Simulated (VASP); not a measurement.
```
Ga
1.0
    2.46425    -4.08177     0.00000
    2.46425     4.08177     0.00000
    0.00000     0.00000     4.82018
Ga
4
Direct
  0.15630   0.84370   0.91597
  0.34370   0.65630   0.41597
  0.65630   0.34370   0.58403
  0.84370   0.15630   0.08403
```

Calculation: vdW-DF2, VASP's PBE PAW potentials (set 64) (plane waves; VASP). Settings: 520 eV cut-off, 7×7×6 Γ-centred mesh, first-order Methfessel-Paxton smearing of 0.10 eV, potentials Ga_d.

### Question
What does the run give for the energy per atom (σ→0), band gap (on the k-mesh) with the smallest direct gap where there is one?

### Answer

```yaml
band gap (on the k-mesh): none (metal, semimetal or under 0.01 eV)
energy per atom (σ→0): 788 meV/atom
```

The absolute energy has meaning only against runs of the same code, potentials and settings.

The compound is Ga in the alpha structure. It was relaxed first, which changed the volume by +24 %. The start is the result of an earlier pass.
